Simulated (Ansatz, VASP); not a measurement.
# Two plane-wave programs on BaLiF3

Contents of INCAR:

```
SYSTEM = BaLiF3
PREC     = Accurate       ! precision mode
ENCUT    = 520            ! plane-wave cutoff, eV
EDIFF    = 1E-6           ! SCF threshold, eV
ISMEAR   = 0              ! smearing method
SIGMA    = 0.05           ! smearing width, eV
LREAL    = .FALSE.        ! projectors in reciprocal space
LASPH    = .TRUE.         ! aspherical terms in the spheres
NELM     = 100            ! most SCF steps
ALGO     = Normal         ! electronic algorithm
ISIF     = 2              ! what is computed and relaxed
LWAVE    = .FALSE.        ! write WAVECAR
LCHARG   = .FALSE.        ! write CHGCAR
GGA      = CA             ! functional
NBANDS   = 25             ! bands
```

Contents of KPOINTS:

```
Automatic mesh
0
G
  6 6 6
  0 0 0
```

Contents of POSCAR:

```
BaLiF3
1.0
    4.1082390892      0.0000000000      0.0000000000
    0.0000000000      4.1082390892      0.0000000000
    0.0000000000      0.0000000000      3.9885816400
Ba Li F
1 1 3
Direct
    0.0000000000      0.0000000000      0.0000000000
    0.5000000000      0.5000000000      0.5000000000
    0.0000000000      0.5000000000      0.5000000000
    0.5000000000      0.5000000000      0.0000000000
    0.5000000000      0.0000000000      0.5000000000
```

Input for Ansatz:

```yaml
crystal:
  lattice:
    - [4.1082390892, 0.0, 0.0]
    - [0.0, 4.1082390892, 0.0]
    - [0.0, 0.0, 3.98858164]
  atoms:
    - { symbol: Ba, position: [0.0, 0.0, 0.0] }
    - { symbol: Li, position: [0.5, 0.5, 0.5] }
    - { symbol: F, position: [0.0, 0.5, 0.5] }
    - { symbol: F, position: [0.5, 0.5, 0.0] }
    - { symbol: F, position: [0.5, 0.0, 0.5] }
basis:
  ecutwfc: 420
kpoints:
  mp_grid: { grid: [6, 6, 6] }
hamiltonian:
  xc: lda
scf:
  occupations: { method: gaussian, width: 0.05 }
output:
  forces: true
  stress: true
  eigenvalues: true
```

Change from the starting cell: strain +0.030 along x and y, +0.000 along z, atoms carried along.

Alike in both runs: task single point; functional LDA; k mesh 6 × 6 × 6; occupations gaussian, width 0.05 eV; no spin polarisation.

|  | VASP | Ansatz |
| --- | --- | --- |
| version | VASP 6.6.1 | Ansatz 0.2.0 |
| potentials or method | VASP PAW LDA potentials, release 64 (Ba_sv, Li_sv, F) | scalar-relativistic, plane waves, PAW |
| plane-wave cutoff (eV) | 520 | 420 |
| valence electrons in the cell | 34 | 34 |

|  | VASP | Ansatz | Ansatz less VASP |
| --- | --- | --- | --- |
| gap on the k mesh at the Fermi level (eV) | 6.23 | 6.31 | +0.087 |
| least direct gap on the mesh (eV) | 6.23 | 6.31 | +0.087 |

Caveats: spin-orbit coupling is left out, which moves the levels of the heavy elements. A k mesh can miss the band edges.
